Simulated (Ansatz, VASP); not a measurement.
# B75PH50N74 (BN(111) slab, H on both faces): VASP beside Ansatz, part 2 of 2

Wanted: the spread between two codes on one cell, functional and k mesh. The cell is taken from a series of runs on this material, whose earlier steps may have relaxed, scaled, displaced or heated it; both programs get it as it stands.

VASP 6.6.1 and Ansatz 0.2.0.

So far: The structure; VASP: single point, PBE.

### 3. Ansatz: single point, PBE

Ansatz runs on its PAW soft_1 files.

The same cell, functional, mesh and smearing now go to Ansatz, which takes its cutoff from its data sets.

The input, input.yaml:

```yaml
crystal:
  lattice:
    - [12.784490603852781, 0.0, 0.0]
    - [6.392245301926389, 11.071693637379967, 0.0]
    - [0.0, 0.0, 18.907321790126794]
  atoms:
    - { symbol: B, position: [0.13401999980659954, 0.13329738018776333, 0.40155007264035164] }
    - { symbol: "N", position: [0.20004294491663646, 0.20003729396622338, 0.3729364770068783] }
    - { symbol: B, position: [0.06692953336191035, 0.06683302181935556, 0.5119916453141844] }
    - { symbol: "N", position: [0.1335501650243004, 0.1335411924565023, 0.48131919218820446] }
    - { symbol: B, position: [0.199564937725339, 0.20008430232993563, 0.6215324096981875] }
    - { symbol: "N", position: [0.06656943883236409, 0.06720237511770986, 0.5914013680627536] }
    - { symbol: B, position: [0.1333294052370752, 0.3334832917474145, 0.4014507305405486] }
    - { symbol: "N", position: [0.19798033613793053, 0.40020835039293484, 0.3724874606562406] }
    - { symbol: B, position: [0.0669430319428372, 0.26687445128741594, 0.5119914341386088] }
    - { symbol: "N", position: [0.1333058756619104, 0.333549272324015, 0.4811833137373672] }
    - { symbol: B, position: [0.1998513269272957, 0.4001746798250468, 0.6209088676804566] }
    - { symbol: "N", position: [0.06658346799143568, 0.2671780957183568, 0.5913972955673982] }
    - { symbol: B, position: [0.13235402660571213, 0.5339281000404773, 0.4008730159515597] }
    - { symbol: "N", position: [0.19811964708460222, 0.6012397783620759, 0.3718013220497992] }
    - { symbol: B, position: [0.06659514158714025, 0.4670042439877299, 0.5116842392838707] }
    - { symbol: "N", position: [0.13295533044308272, 0.5338082338904604, 0.48054128088732234] }
    - { symbol: B, position: [0.19998585425146362, 0.5997967770304631, 0.6205116382681896] }
    - { symbol: "N", position: [0.06663192329071156, 0.46721735309383505, 0.5911059924133429] }
    - { symbol: B, position: [0.1323520972711961, 0.7343317534098748, 0.40087065941572847] }
    - { symbol: "N", position: [0.1979770947305004, 0.8024121504310135, 0.37248533300616316] }
    - { symbol: B, position: [0.0664838734486894, 0.6670711981990001, 0.5115124172404399] }
    - { symbol: "N", position: [0.1329502316687373, 0.7338640537758782, 0.480538639260241] }
    - { symbol: B, position: [0.19983532682779012, 0.7995529290246027, 0.6208987565616574] }
    - { symbol: "N", position: [0.06667819156327615, 0.6671415705868229, 0.5909296960340786] }
    - { symbol: B, position: [0.13332786318366768, 0.9338008345966042, 0.4014494384455325] }
    - { symbol: "N", position: [0.2000429950817183, 1.0005205453894979, 0.37293607138770535] }
    - { symbol: B, position: [0.06658726507946139, 0.8670365229982058, 0.5116825766994892] }
    - { symbol: "N", position: [0.13329946174740026, 0.9337754627736643, 0.48118297414656425] }
    - { symbol: B, position: [0.19954443670392255, -7.707377327215032e-05, 0.6215334733176336] }
    - { symbol: "N", position: [0.06660140525483935, 0.8671331604775084, 0.5911075678193387] }
    - { symbol: B, position: [0.33282039850422135, 0.13329469597784208, 0.4015519655657597] }
    - { symbol: "N", position: [0.39881879425071537, 0.19928546840166286, 0.3725095742848161] }
    - { symbol: B, position: [0.2665697086843773, 0.06704111394667012, 0.5122674942540861] }
    - { symbol: "N", position: [0.333068447387244, 0.13353459678758178, 0.48132026896816654] }
    - { symbol: B, position: [0.40004697215520724, 0.2003378193774948, 0.6206828994575264] }
    - { symbol: "N", position: [0.26667749919518824, 0.06713505316717985, 0.5917635020792915] }
    - { symbol: B, position: [0.3297990078315449, 0.3333651530850558, 0.4009159926206124] }
    - { symbol: "N", position: [0.3926808743110129, 0.3999693922153942, 0.3710163200544319] }
    - { symbol: B, position: [0.2663780063281908, 0.2668635475468174, 0.5119941861650429] }
    - { symbol: "N", position: [0.33235535701192814, 0.33345366584076075, 0.48050666131112885] }
    - { symbol: B, position: [0.400405486392387, 0.4002459105805268, 0.6190814150247423] }
    - { symbol: "N", position: [0.2667236884264826, 0.26717624896262393, 0.5914043991983218] }
    - { symbol: B, position: [0.3307671133475208, 0.5349280054628458, 0.39993603665311794] }
    - { symbol: "N", position: [0.39267339388816386, 0.607955131083595, 0.37101654233931874] }
    - { symbol: B, position: [0.26626924869396645, 0.46706183888981956, 0.5109819728991636] }
    - { symbol: "N", position: [0.3325349558047914, 0.5340509826749701, 0.47928197904319036] }
    - { symbol: B, position: [0.4003909659882463, 0.5989631349611858, 0.6190521479782359] }
    - { symbol: "N", position: [0.2667939781690175, 0.46724190410962635, 0.5903325003497009] }
    - { symbol: B, position: [0.32979308978128086, 0.7374557521251309, 0.4009140695766769] }
    - { symbol: "N", position: [0.39881624549964834, 0.802495956125042, 0.37250927377884496] }
    - { symbol: B, position: [0.2662589496944894, 0.6673365884878013, 0.5109809397338387] }
[... 46 lines left out ...]
    - { symbol: B, position: [0.7474445779593066, 0.3265819309146538, 0.39642500543767994] }
    - { symbol: "N", position: [0.80748911594177, 0.3999768302340734, 0.37101353806882276] }
    - { symbol: B, position: [0.6666114950895016, 0.26697091586930316, 0.5079768857073816] }
    - { symbol: "N", position: [0.733931228944084, 0.33334592814306824, 0.4767249977438687] }
    - { symbol: B, position: [0.7985433236097639, 0.40024193290609894, 0.6190454829596966] }
    - { symbol: "N", position: [0.6664313981485038, 0.2676153317273188, 0.5877189037561676] }
    - { symbol: B, position: [0.7344579471291521, 0.5349304596576301, 0.399935707522078] }
    - { symbol: "N", position: [0.8007762638361094, 0.6012437263568309, 0.37180231805504915] }
    - { symbol: B, position: [0.6665845586585105, 0.46707355451830923, 0.5079786522487469] }
    - { symbol: "N", position: [0.7335829755655449, 0.5340570657225335, 0.4792811216389405] }
    - { symbol: B, position: [0.7994636890020137, 0.5997955244996064, 0.6205050113032993] }
    - { symbol: "N", position: [0.6664277943082066, 0.4669365099416007, 0.5877154225291151] }
    - { symbol: B, position: [0.7334635556123904, 0.7343318271808089, 0.4008723633897977] }
    - { symbol: "N", position: [0.8002181840155197, 0.8001847089772958, 0.372226607727616] }
    - { symbol: B, position: [0.666609573058766, 0.6673367465267418, 0.5109845163524939] }
    - { symbol: "N", position: [0.7333579848677125, 0.7338657880494086, 0.4805408473145791] }
    - { symbol: B, position: [0.799724969501314, 0.7999045031369553, 0.6209485097291955] }
    - { symbol: "N", position: [0.66673604646149, 0.6669210334882638, 0.5903299777013598] }
    - { symbol: B, position: [0.7334670231217475, 0.932807278823592, 0.4008722271343105] }
    - { symbol: "N", position: [0.800780080260509, 0.9985692922197922, 0.3718000077719876] }
    - { symbol: B, position: [0.6665801361911345, 0.8670339467874816, 0.5116832726706839] }
    - { symbol: "N", position: [0.7333666773942789, 0.933392138556066, 0.4805394611730027] }
    - { symbol: B, position: [0.7995045233377639, 1.0002627269643156, 0.6205138361067827] }
    - { symbol: "N", position: [0.6667558652055002, 0.8671000697029961, 0.591103308505518] }
    - { symbol: B, position: [0.9369823765011752, 0.1302583023003571, 0.40091197367341097] }
    - { symbol: "N", position: [1.0020200090889844, 0.1992887020752925, 0.37250698329548265] }
    - { symbol: B, position: [0.8668732515852189, 0.06669928566225593, 0.510978202594148] }
    - { symbol: "N", position: [0.9343514912722206, 0.13280622988676358, 0.48050303878466993] }
    - { symbol: B, position: [0.998810988961669, 0.20037829063281903, 0.6206573946839342] }
    - { symbol: "N", position: [0.8664197626087395, 0.06730820075146408, 0.5903278679411679] }
    - { symbol: B, position: [0.9369797671122531, 0.33336992352327244, 0.4009124964022942] }
    - { symbol: "N", position: [1.0019450488477406, 0.40021182736214783, 0.37248560301263073] }
    - { symbol: B, position: [0.8674444795743101, 0.2665988466558775, 0.5102010176524264] }
    - { symbol: "N", position: [0.9343473016233539, 0.3334656103004475, 0.4805025724303902] }
    - { symbol: B, position: [0.9991862100981417, 0.40018273150201855, 0.6208982908639858] }
    - { symbol: "N", position: [0.8660750506309739, 0.26743811897031605, 0.589506304032333] }
    - { symbol: B, position: [0.9338675423972618, 0.5339296032398869, 0.4008732086172735] }
    - { symbol: "N", position: [-0.0002714986491340264, 0.6006796201033276, 0.3722276479813936] }
    - { symbol: B, position: [0.866858579028477, 0.46706944972531006, 0.5109833361345594] }
    - { symbol: "N", position: [0.9334089574117431, 0.5338113745612983, 0.4805404877424077] }
    - { symbol: B, position: [0.9996273777128695, 0.5999923317066268, 0.6209493529526848] }
    - { symbol: "N", position: [0.8664452203625722, 0.46721682144721316, 0.5903318669406252] }
    - { symbol: B, position: [0.9332310585983756, 0.7336856420885971, 0.4009732382557365] }
    - { symbol: "N", position: [-0.000271207677041448, 0.8001824689838313, 0.3722250581236794] }
    - { symbol: B, position: [0.8666544365522618, 0.6670793253422734, 0.5115139181072826] }
    - { symbol: "N", position: [0.9332470422817266, 0.7336823025527853, 0.4806667065086757] }
    - { symbol: B, position: [-0.000368316734016558, 0.7999028747920036, 0.6209520306186656] }
    - { symbol: "N", position: [0.8666460196793772, 0.6671190824246024, 0.5909281645586036] }
    - { symbol: B, position: [0.9338714463637178, 0.9328062954501711, 0.4008702210976666] }
    - { symbol: "N", position: [1.0019473879175842, 0.9984377642190811, 0.37248405872067014] }
    - { symbol: B, position: [0.8666635118872973, 0.8668872596170702, 0.5115114973830869] }
    - { symbol: "N", position: [0.9334140070739896, 0.9333913500755638, 0.480537444126913] }
    - { symbol: B, position: [0.9991870285017296, 1.000174454058063, 0.6209002382453772] }
    - { symbol: "N", position: [0.8666358180304826, 0.8671941206878694, 0.5909296407290712] }
    - { symbol: H, position: [0.20015009042344695, 0.19981866124037553, 0.3183258683082008] }
    - { symbol: H, position: [0.19949588253414466, 0.20054866508592648, 0.685028283753193] }
    - { symbol: H, position: [0.1979279881377076, 0.3996560848701184, 0.3179003590947257] }
    - { symbol: H, position: [0.2002234458659296, 0.40096196748791013, 0.6843819855788155] }
    - { symbol: H, position: [0.1969851869813072, 0.6018071694038056, 0.31722235890233036] }
    - { symbol: H, position: [0.20057790911913764, 0.599691535016788, 0.683976454412076] }
    - { symbol: H, position: [0.1979319514232358, 0.8030122662657171, 0.3178979971999797] }
    - { symbol: H, position: [0.20020653365513694, 0.7987992197893227, 0.6843735226435421] }
    - { symbol: H, position: [0.2001550364193725, 0.0006266237283574178, 0.31832532084903825] }
    - { symbol: H, position: [0.19948462668030806, 0.9998910502625071, 0.685029211285535] }
    - { symbol: H, position: [0.3983010705069086, 0.19877564948064552, 0.3179141815746933] }
    - { symbol: H, position: [0.40129876341197185, 0.20161206805520895, 0.6841510087542273] }
    - { symbol: H, position: [0.3898404273293725, 0.4006841972337057, 0.3165742796060621] }
    - { symbol: H, position: [0.4020618763906344, 0.40091492661250416, 0.6825208275530311] }
    - { symbol: H, position: [0.38983698670516764, 0.6100817058571002, 0.316573394476388] }
    - { symbol: H, position: [0.4020401082255186, 0.5970244060742859, 0.6824969534399178] }
    - { symbol: H, position: [0.3983048888190258, 0.8035154214444, 0.31791309733570605] }
    - { symbol: H, position: [0.40126429153376036, 0.7970911272236326, 0.6841306946868927] }
    - { symbol: H, position: [0.39933612815879393, 1.0006282442144938, 0.31832632516817605] }
    - { symbol: H, position: [0.4002204465228734, 0.999859549699718, 0.685024301388107] }
    - { symbol: H, position: [0.6002220111423743, 0.19029681988200753, 0.316573657779925] }
    - { symbol: H, position: [0.6005124443600122, 0.2024819324521374, 0.6825229579635396] }
    - { symbol: H, position: [0.5998436248472728, 0.4003465022922901, 0.27306648015047136] }
    - { symbol: H, position: [0.5996778268678085, 0.40014699123503994, 0.6811384594860098] }
    - { symbol: H, position: [0.6002246456318256, 0.6100778615080511, 0.3165720529824717] }
    - { symbol: H, position: [0.600470385557822, 0.5970146399263829, 0.6824879813407023] }
    - { symbol: H, position: [0.5991808754349083, 0.8030134508615281, 0.3178986662955796] }
    - { symbol: H, position: [0.6006224512326533, 0.7987675670315458, 0.6843685631822669] }
    - { symbol: H, position: [0.599180741866177, -0.001606422062480957, 0.31789961241297476] }
    - { symbol: H, position: [0.6006422324783328, 0.0005681657093522883, 0.6843777239143218] }
    - { symbol: H, position: [0.8096140784587101, 0.1902920636500999, 0.3165722697933459] }
    - { symbol: H, position: [0.7965599828738836, 0.20250047530234733, 0.6825008512306611] }
    - { symbol: H, position: [0.8096087256944937, 0.40069380527043086, 0.31657083832345834] }
    - { symbol: H, position: [0.7965602427536321, 0.40090319833773735, 0.6824911946354063] }
    - { symbol: H, position: [0.8013416559959667, 0.6018081615314398, 0.31722233091528185] }
    - { symbol: H, position: [0.7992889010865267, 0.599681274992197, 0.6839710403025008] }
    - { symbol: H, position: [0.800298096598845, 0.8001432272454752, 0.3176245200719061] }
    - { symbol: H, position: [0.800015872665697, 0.7999634028973878, 0.6844191446160012] }
    - { symbol: H, position: [0.801344583660949, -0.0025631032705452686, 0.31722109433879686] }
    - { symbol: H, position: [0.7993079337623572, 1.0009888294672236, 0.6839775130070146] }
    - { symbol: H, position: [1.0030457107054425, 0.1987758376547417, 0.3179111537850967] }
    - { symbol: H, position: [-0.0033527593725367942, 0.2016595916201075, 0.684132148191392] }
    - { symbol: H, position: [1.0025444361822018, 0.39965948680553604, 0.317898314762239] }
    - { symbol: H, position: [0.9983836575141468, 0.4009588961916077, 0.6843734422593932] }
    - { symbol: H, position: [-0.00031869574405790115, 0.6007648175966095, 0.31762554478077865] }
    - { symbol: H, position: [-0.0003846504348278123, 0.6003363396611126, 0.6844205077786166] }
    - { symbol: H, position: [0.9996824828177947, 0.8001394276746668, 0.3176232778392139] }
    - { symbol: H, position: [0.9996140867176168, 0.7999962939555245, 0.6844222625681973] }
    - { symbol: H, position: [0.002552321005117696, -0.0016104879885746731, 0.31789713814918885] }
    - { symbol: H, position: [-0.0016534757442294857, 1.0006392492807434, 0.6843741010108982] }
kpoints:
  mp_grid:
    grid: [1, 1, 1]
hamiltonian:
  xc: pbe
  pseudopotentials:
    kind: paw
    xc_functional: pbe
    azcp:
      folder: "./paw"
scf:
  occupations:
    method: gaussian
    width: 0.05
output:
  populations: intrinsic
  forces: true
  eigenvalues: true
```

Run with:

```sh
$ python defect.py
```

### 4. Comparison

Known differences besides the potentials themselves: Ansatz takes its cutoff from its data sets, VASP runs at 520 eV. Total energies have different zeros and are not compared.

At this near-relaxed geometry the largest component of a force difference is 43 meV/Å. With vacuum in the cell, a pressure given here is an average over mostly empty space and none of the material.

### 5. Results

```yaml
r_m_s_force_difference_single_point_pbe: 9.7 meV/Å
```

What this shows: The r.m.s. force difference is 9.7 meV/Å (single point, PBE), within the 12 meV/Å picked in this series as the mark of a large difference. Such differences can come from data sets, numerical settings and the points named under the comparisons, not from the functional's error against experiment.

[Lines on the potential files, build, host, timing and source positions are cut from VASP's logs without a mark.]

[Logs are printed without paths, hosts, clocks, repeated set-up lines and the standing remarks that a program may print on its own settings, such as how far it seeks lower states.]

[Hosts, paths, dates, database ids (printed as entryN), source tags and the programs' standing remarks are cut or masked in the printed files.]
